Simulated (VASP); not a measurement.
Wanted: the native input for a VASP 6.6.1 run.

```
Task                   : single point
Functional             : LDA
Potentials or basis    : VASP PAW LDA potentials, release 64 (Sc_sv, Pd)
Cutoff                 : 520 eV
k mesh                 : 12 × 12 × 12
Occupations            : gaussian, width 0.1 eV
Spin                   : no spin polarisation
Dipole correction      : no
Further INCAR settings : ALGO = Normal; EDIFF = 1e-06; NBANDS = 18
```

The structure of ScPd lies in POSCAR:

```
ScPd
1.0
    3.2313078076      0.0000000000      0.0000000000
    0.0000000000      3.2313078076      0.0000000000
    0.0000000000      0.0000000000      3.2313078076
Sc Pd
1 1
Direct
    0.5000000000      0.5000000000      0.5000000000
    0.0000000000      0.0000000000      0.0000000000
```

These files were run (other wordings do the same):

INCAR

```
SYSTEM = ScPd
PREC = Accurate ; ENCUT = 520
EDIFF = 1E-6 ; ISMEAR = 0
SIGMA = 0.1 ; LREAL = .False.
LASPH = .True. ; NELM = 100
ALGO = Normal ; ISIF = 2
LWAVE = .False. ; LCHARG = .False.
GGA = CA ; NBANDS = 18
```

KPOINTS

```
regular mesh
0
Gamma
  12 12 12
  0 0 0
```

Potentials or basis: VASP PAW LDA potentials, release 64 (Sc_sv, Pd).

Launch:

```console
$ cat potpaw_LDA.64/Sc_sv/POTCAR potpaw_LDA.64/Pd/POTCAR > POTCAR
$ mpirun -np 1 vasp_std > vasp.out
```

Results of the run:

| Item | Value |
| --- | --- |
| Pressure | 0.5 GPa |
| Band gap on the k mesh | none (metal or under the smearing width) |

It took 26 s on 1 thread of Intel(R) Xeon(R) Platinum 8259CL CPU @ 2.50GHz (Skylake/Cascade Lake), with other jobs on the host, peak memory 0.17 GiB.
